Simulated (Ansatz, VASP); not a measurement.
# NiO in two plane-wave programs, part 2 of 2

Aim: how closely do two programs agree when they are given the same cell, functional and k mesh? The cell is taken from a series of VASP runs on this material, whose earlier steps may have relaxed, scaled or displaced it; both programs get it as it stands.

VASP 6.6.1 and Ansatz 0.2.0.

So far: The starting structure; VASP: zone-centre phonons, PBEsol with D3(BJ), DFT+U.

**3. Ansatz: zone-centre phonons, PBEsol with D3(BJ), DFT+U**

Level of this step: Ansatz beside VASP: Kohn-Sham DFT, plane waves, PBEsol with D3(BJ), DFT+U (Ansatz).

Ansatz runs on its default PAW (the set named soft_2) files.

The same cell, functional, mesh and smearing now go to Ansatz, which takes its cutoff from its data sets.

Contents of input.yaml:

```yaml
crystal:
  lattice:
    - [0.0, 2.0548606752, 2.0548606752]
    - [2.0548606752, 0.0, 2.0548606752]
    - [2.0548606752, 2.0548606752, 0.0]
  atoms:
    - { symbol: Ni, position: [0.0, 0.0, 0.0], spin: 1.0 }
    - { symbol: O, position: [0.5, 0.5, 0.5] }
hamiltonian:
  xc: pbesol
  pseudopotentials: { kind: paw }
  dispersion: d3bj
  hubbard: { sites: [{ species: Ni, l: d, u_eff: 6.2 }] }
magnetization:
  spin_polarized: true
kpoints:
  mp_grid: { grid: [12, 12, 12] }
scf:
  occupations: { method: gaussian, width: 0.03 }
phonons:
  method: dfpt
  qpoints: [[0, 0, 0]]
```

The run is started by

```console
ansatz run input.yaml --threads 4 --pin off --max-ram 9216MiB --backend cpu --events-out ev --progress --plain --runs-dir out
```

Numbers of over 12 decimals in the logs are rounded to 6 here.

The log of the run:

```text
Ni: projections on atomic orbitals take those of the free atom [Ne] 3s2 3p6 3d8 4s2, of charge +0.00 (hamiltonian.pseudopotentials.projection_atoms); the dataset's partial waves leave at most 1.6e-6 of an orbital's norm unspanned inside its sphere
O: projections on atomic orbitals take those of the free atom [He] 2s2 2p4, of charge +0.00 (hamiltonian.pseudopotentials.projection_atoms); the dataset's partial waves leave at most 1.9e-8 of an orbital's norm unspanned inside its sphere
Engine: ansatz 0.2.0, x86_64-unknown-linux-gnu
Pseudopotentials: kind: paw
Pseudopotential: Ni, paw, valence charge 18, recommended cutoff 420 eV (normal), Ni.paw.azcp
Pseudopotential: O, paw, valence charge 6, recommended cutoff 420 eV (normal), O.paw.azcp
Functional definition: PBEsol
  exchange = pbesol_x
  correlation = pbesol_c
Crystal: 2 atoms, lattice volume = 17.353 Å³
Basis set: ecut = 420 eV, 331 PW (Γ), exchange–correlation on 40×40×40 points (8 copies of the dense FFT grid, shifted against one another)
Bands: 17, of which v1, the nominal top of the filled ones, is band 12 counted from 1 (11 counted from 0)
Symmetry: 48 space group operations
Space group: Fm-3m (ITA 225), of the structure as read, at distance tolerance 2.6e-5 Å
Magnetic group: BNS 225.116 (UNI 1618), of the structure as read, at distance tolerance 2.6e-5 Å
k-points: 72 of 1728
Non-local potential: Ni, projectors of the file, l = 0: 3, l = 1: 2, l = 2: 3, l = 3: 1
Non-local potential: O, projectors of the file, l = 0: 2, l = 1: 2, l = 2: 1
PAW form: soft (Blöchl's): semilocal exchange-correlation on the pseudo side does not see the compensation charge
PAW frozen core: Ni, regenerated for the run's functional, and the local potential with it (the file was generated under x = pbe(κ = 0.804, μ = 0.219515), c = pbe(β = 0.066725))
PAW frozen core: O, regenerated for the run's functional, and the local potential with it (the file was generated under x = pbe(κ = 0.804, μ = 0.219515), c = pbe(β = 0.066725))
PAW one-centre angular grid: Ni, 590 points (default); XC on 64 Gauss nodes
PAW one-centre angular grid: O, 110 points (default); XC on 64 Gauss nodes
Initial density: superposition of atomic densities (chi_scale 0.1, normalization cell, long waves kept (reshape's long-wave potential 0.00 eV rms))
Starting moments: Σ|m| = 1 μB on 1 of 2 sites
Initial wavefunctions: pseudopotential atomic-orbital guess
Functional: x = pbesol(κ = 0.804, μ = 0.123457), c = pbesol(β = 0.046)
SCF 1 converged in 18 iterations: F = -6363.587487 eV  dr2 = 3.25e-9
  greatest PAW one-centre occupation: 1.002 electrons in one spin orbital (limit 2), on the Ni atom at site 0 (counted from 0), in its partial waves of l = 1
Symmetry: 8 space group operations
k-points: 242 of 1728
Initial density: read from a saved state, or passed on in memory by an earlier SCF of this step, an earlier step, the calling program or the single point that the run made first
Starting moments: Σ|m| = 1 μB on 1 of 2 sites; this step starts from the density that it was given
Initial wavefunctions: those read from a saved state, or passed on in memory by an earlier step or the calling program
a single point of the input's cell can leave the moments in the input for a lower state (scf.lower_state_search): this run first made a single point of its cell. This run's own SCFs start from the density of the state that the single point found, with the moments in the input. The single point stayed on the moments in the input.
k-points: 163 of 1728 (irreducible under 8 space group operations, time reversal used)
Stability of the state it starts from, as read at its close in the collinear treatment: not read negative (Ritz values of 1 − χ₀K, real part plus size of imaginary part, from 0.67 to 0.87, by its mixing steps under the symmetry group of the SCF that read it); its run was given moments
iter 1 solved again at ethr=4.71e-9 eV; its pass at ethr=3.10e-3 eV (dr2=1.13e-6 eV) is discarded
SCF iter   1: F=—  HF=-6363.587487 eV  |F-HF|=—  |Δ(HF+E_count)|=         —  Δρ=5.74e-6 (↑5.74e-6 ↓4.68e-6)  dr2=2.98e-9  dr2_m=3.65e-9  M=2.000 μB ∫|m|=2.007 μB  β_m=0.30  ethr=4.71e-9  ⟨swp⟩=3.1  Hψ=41907  notcnv=0
preconditioner: auto → none  [insulator: Δε(μ)=1.859 eV  Ē_g=16.835 eV  σ=0.030 eV  W_gap=1.00  n_scr=8 (ndim 8)  ℏωp=35.7 eV  f_vac=0.000  D(μ)=0.00/eV (n_scr^D=0)  ε∞_Penn≈5.5]
SCF iter   2: F=—  HF=-6363.587487 eV  |F-HF|=—  |Δ(HF+E_count)|=  8.53e-10  Δρ=3.87e-6 (↑3.87e-6 ↓3.66e-6)  dr2=1.41e-10  dr2_m=2.15e-9  M=2.000 μB ∫|m|=2.007 μB  β_m=0.42  ethr=1.24e-11  ⟨swp⟩=2.0  Hψ=9373  notcnv=0
SCF iter   3: F=—  HF=-6363.587487 eV  |F-HF|=—  |Δ(HF+E_count)|=   1.04e-9  Δρ=2.44e-6 (↑2.35e-6 ↓2.44e-6)  dr2=3.94e-10  dr2_m=8.23e-10  M=2.000 μB ∫|m|=2.007 μB  β_m=0.56  ethr=1.00e-12  ⟨swp⟩=6.3  Hψ=25716  notcnv=0
SCF iter   4: F=—  HF=-6363.587487 eV  |F-HF|=—  |Δ(HF+E_count)|=  5.46e-10  Δρ=4.83e-7 (↑4.83e-7 ↓3.47e-7)  dr2=1.45e-11  dr2_m=2.30e-11  M=2.000 μB ∫|m|=2.007 μB  β_m=0.63  ethr=1.00e-12  ⟨swp⟩=2.0  Hψ=8802  notcnv=0
SCF iter   5: F=-6363.587487 eV  HF=-6363.587487 eV  |F-HF|=2.73e-12  |Δ(HF+E_count)|=  6.37e-12  Δρ=3.05e-7 (↑1.51e-7 ↓3.05e-7)  dr2=6.55e-12  dr2_m=6.64e-12  M=2.000 μB ∫|m|=2.007 μB  ethr=1.00e-12  ⟨swp⟩=4.7  Hψ=20394  notcnv=0
SCF 2 converged in 5 iterations: F = -6363.587487 eV  dr2 = 6.55e-12
NSCF: frozen V_eff on 72 k-points
NSCF: frozen V_eff on 72 k-points
DFPT response loops at q = (0, 0, 0) (fractional): preconditioner auto → none (the input reference at scf.mixing.eps_inf says where Resta's filter doesn't serve); β = 0.30; Anderson in place of MSR1
SCF converged after 5 iterations
Magnetization: 2.0000 μB (13.0000 up, 11.0000 down)
Absolute magnetization: 2.0060 μB (∫|ρ↑−ρ↓|, with the PAW one-centre terms)
Spin contamination: 0.0016 ħ² per cell (⟨S²⟩ above its minimum at these occupations)
Per-site moments (μB) at R_I (Å): [(1.698705, 0.84763002852), (0.224738, 0.84763002852)]
Free energy (F): -6363.587487 eV
Harris-Foulkes:  -6363.587487 eV  (|F-HF|=2.73e-12)
Internal energy: -6363.587487 eV  (E = F + TS)
E sigma→0 (E₀):  -6363.587487 eV
Fermi energy:    15.605341 eV
--- Per-component energies (eV) ---
  E_band       = -336.867290
  E_kinetic    = 451.644086
  E_local      = -3902.516980  (includes V_loc(G=0)·N_el)
  E_nonlocal   = 691.458869
  E_hartree    = 1602.923207
  E_xc         = -155.387033
  E_vxc        = -200.314058  (∫ρ·V_xc dr)
  E_hubbard    = 0.832341  (on-site DFT+U / exact-exchange correction)
  E_vhub       = -23.966358  (the Hubbard potential's part of the band-sum identity)
  E_paw        = -1748.357896  (= ΣΔE_a)
  E_vpaw       = -559.022239  (= ΣTr[D̂ρ^β])
  E_aug_tail   = 0.003033  (compensation charges beyond the density's cutoff)
  E_ewald      = -3303.966284
  E_disp       = -0.453408  (pairwise vdW)
  E_core_change = 0.232577  (= ΣΔE_core)
  E_smearing   = -0.000000  (= −TS)
  E_closure    = 0.000000  (closes the sum)
  Σ components = -6363.587487   (vs F -6363.587487, Δ=0.00e0)
--- Band table (eV; the first three rows and the last of 326) ---
  k-point 0 ↑: bands = [... 8 lower, 8.9165, 8.9165, 12.6233, 12.6233, 12.6233, 17.1192, 32.9783, 34.2489, ... 1 higher]
  k-point 1 ↑: bands = [... 8 lower, 8.9428, 8.9428, 12.2078, 12.7985, 12.7985, 17.6563, 31.4043, 34.0366, ... 1 higher]
  k-point 2 ↑: bands = [... 8 lower, 9.0533, 9.0533, 11.5084, 13.2316, 13.2316, 18.7856, 29.3282, 33.1156, ... 1 higher]
  k-point 162 ↓: bands = [... 8 lower, 11.1803, 11.8324, 11.8324, 17.3981, 17.9226, 24.7446, 26.5551, 26.5551, ... 1 higher]
Occupation matrices written to <dir>
--- Phonons (Γ-DFPT): 2 representative perturbations + reference (Σ response iterations 12) ---
  ASR residual: 1.663e-4 → 0.000e0 eV/Å²; symmetrization residual: 6.389e-11 eV/Å²
  pairwise dispersion correction: d3bj (s6 = 1.0, s8 = 2.9491, a1 = 0.4466, a2_bohr = 6.1742), with the weights of each atom's references fixed at the reference crystal's, and the forces and stress that the weights' published response gives there kept as a pressure on the atom's counted neighbours (hamiltonian.dispersion)
  ASR residual per site (eV/Å²): 4.36e-5 1.66e-4
  Γ frequencies (cm⁻¹): 0.00 0.00 0.00 381.25 381.25 381.25
  non-analytic LO–TO correction: not included (Born effective charges unavailable; polar crystals: no LO–TO splitting at Γ)
--- Phonons (arbitrary-q DFPT): 1 explicit q-point ---
  q = [0, 0, 0] (of the zone-centre solve; hermiticity 1.89e-11, symmetrization 3.43e-13): -0.00 -0.00 0.00 381.25 381.25 381.25
  sum rule: each row above includes the acoustic sum rule's correction from the zone centre's row sums; it moved no ω² by more than (1.68 cm⁻¹)²
```

Run time: 6.7 s. Hardware: 4 threads of Intel Xeon Platinum 8488C (Sapphire Rapids), shared host; peak memory 0.83 GiB.

In the SCF lines HF is the Harris–Foulkes energy and dr2 the Hartree energy of the density residual, in eV; the loop may stop once dr2 is under the threshold and the program's other checks hold. Hψ counts applications of the Hamiltonian.

**4. Side by side**

Known differences besides the potentials themselves: U acts on the PAW sphere in VASP and on atomic orbitals in Ansatz, so only states and trends compare; the data sets hold 24 valence electrons in Ansatz (default PAW (the set named soft_2) files) and 16 in VASP; the cutoff is 420 eV in Ansatz and 520 eV in VASP; Ansatz makes its cores anew for this functional, VASP keeps those of its PBE data sets; Ansatz takes the dispersion share of the force constants at frozen C6 weights, VASP differentiates the full forces; VASP uses finite displacements, Ansatz perturbation theory. Total energies have different zeros and are not compared.

Both answers:

| quantity | Ansatz | VASP | difference |
| --- | --- | --- | --- |
| optical mode 1 to 3 (cm⁻¹) | 381.2 | 351.0 | +8.62 % |

Modes are paired by rising frequency and degeneracy, not by their patterns, so a pair may still set unlike modes beside each other.

**5. Outcome**

- r.m.s. difference of the optical zone-centre modes, each program's sorted by frequency (zone-centre phonons, PBEsol with D3(BJ), DFT+U): 30 cm⁻¹
- difference in optical mode 1 to 3 (zone-centre phonons, PBEsol with D3(BJ), DFT+U): +8.6 %

In words: The r.m.s. difference of the optical zone-centre modes, each program's sorted by frequency is 30 cm⁻¹ (zone-centre phonons, PBEsol with D3(BJ), DFT+U). Among the rows given in per cent, the largest difference of the zone-centre phonons, PBEsol with D3(BJ), DFT+U pair is in optical mode 1 to 3, +8.6 %. How closely two codes agree says nothing of how well the functional describes the real material.

[Lines on the potential files, build, host, timing and source positions are cut from VASP's logs without a mark.]

[Logs are printed without paths, hosts, clocks, repeated set-up lines and the standing remarks that a program may print on its own settings, such as how far it seeks lower states.]

[Hosts, paths, dates, database ids (printed as entryN), source tags and the programs' standing remarks are cut or masked in the printed files.]
